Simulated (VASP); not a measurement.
Output of a VASP run:

### OSZICAR
```
       N       E                     dE             d eps       ncg     rms          rms(c)
DAV:   1     0.479659280092E+02    0.47966E+02   -0.43167E+03   630   0.104E+03
DAV:   2    -0.331961372611E+01   -0.51286E+02   -0.50037E+02   883   0.164E+02
DAV:   3    -0.532257129923E+01   -0.20030E+01   -0.20007E+01   747   0.389E+01
DAV:   4    -0.537195198087E+01   -0.49381E-01   -0.49331E-01   990   0.577E+00
DAV:   5    -0.537242867421E+01   -0.47669E-03   -0.47669E-03   850   0.543E-01    0.220E+00
DAV:   6    -0.529138388175E+01    0.81045E-01   -0.19790E-01   707   0.259E+00    0.154E+00
DAV:   7    -0.529313189635E+01   -0.17480E-02   -0.58091E-02   947   0.157E+00    0.864E-01
DAV:   8    -0.529720388336E+01   -0.40720E-02   -0.83831E-03   704   0.886E-01    0.143E-01
DAV:   9    -0.529718140456E+01    0.22479E-04   -0.50649E-04   897   0.198E-01    0.423E-02
DAV:  10    -0.529723578998E+01   -0.54385E-04   -0.74732E-05   703   0.912E-02    0.160E-02
DAV:  11    -0.529724037112E+01   -0.45811E-05   -0.47017E-06   887   0.251E-02    0.250E-03
DAV:  12    -0.529724109741E+01   -0.72629E-06   -0.43650E-07   718   0.704E-03    0.897E-04
DAV:  13    -0.529724094672E+01    0.15070E-06   -0.62637E-08   621   0.261E-03    0.360E-04
DAV:  14    -0.529724087664E+01    0.70079E-07   -0.80719E-09   352   0.977E-04
   1 F= -.52972409E+01 E0= -.52972409E+01  d E =-.208052E-10
```

File OUTCAR:
```
------------------------ aborting loop because EDIFF is reached ----------------------------------------
  FORCE on cell =-STRESS in cart. coord.  units (eV):
  Direction    XX          YY          ZZ          XY          YZ          ZX
  --------------------------------------------------------------------------------------
  Total       -0.3970862     -0.3970862     -0.3970862      0.0000000     -0.0000000      0.0000000
  in kB      -18.1494223    -18.1494223    -18.1494223      0.0000000     -0.0000000      0.0000000
  external PRESSURE =     -18.1494223 kB  Pullay stress =       0.0000000 kB
  volume of cell :       35.05
      direct lattice vectors                 reciprocal lattice vectors
     0.000000000  2.597571479  2.597571479    -0.192487485  0.192487485  0.192487485
     2.597571479  0.000000000  2.597571479     0.192487485 -0.192487485  0.192487485
     2.597571479  2.597571479  0.000000000     0.192487485  0.192487485 -0.192487485
  FREE ENERGIE OF THE ION-ELECTRON SYSTEM (eV)
  ---------------------------------------------------
  free  energy   TOTEN  =        -5.2972408766 eV

  energy  without entropy=       -5.2972408766  energy(sigma->0) =       -5.29724088
```
(Selected blocks of OUTCAR.)

**POSCAR**
```
LiCl
1
    0.0000000000     2.5975714793     2.5975714793
    2.5975714793     0.0000000000     2.5975714793
    2.5975714793     2.5975714793     0.0000000000
Li Cl
1 1
Direct
  0.0000000000   0.0000000000   0.0000000000
  0.5000000000   0.5000000000   0.5000000000
```

### Question
Reconstruct the remaining input files.

### Answer
One answer among several that fit: the input of the run itself, rev-vdW-DF2, plane waves, VASP's PBE PAW potentials (set 64).

INCAR:
```
SYSTEM=LiCl
PREC=Accurate; ENCUT=520; LREAL=.FALSE.
LASPH=.TRUE.
EDIFF=1E-7; NELM=100; ALGO=Normal
ISMEAR=0; SIGMA=0.05
GGA=MK; LUSE_VDW=.TRUE.; AGGAC=0.0
PARAM1=0.1234568; PARAM2=0.7114; ZAB_VDW=-1.8867
ISIF=2
LWAVE=.FALSE.; LCHARG=.FALSE.
```

**KPOINTS**
```
Automatic mesh
0
Gamma
9 9 9
0 0 0
```

POTCAR, in this order: Li_sv Cl (PBE.64 set). Program: vasp_std.

The compound is LiCl in the rock salt structure. This cell is one point of a volume scan, at 1.06 of the reference volume.
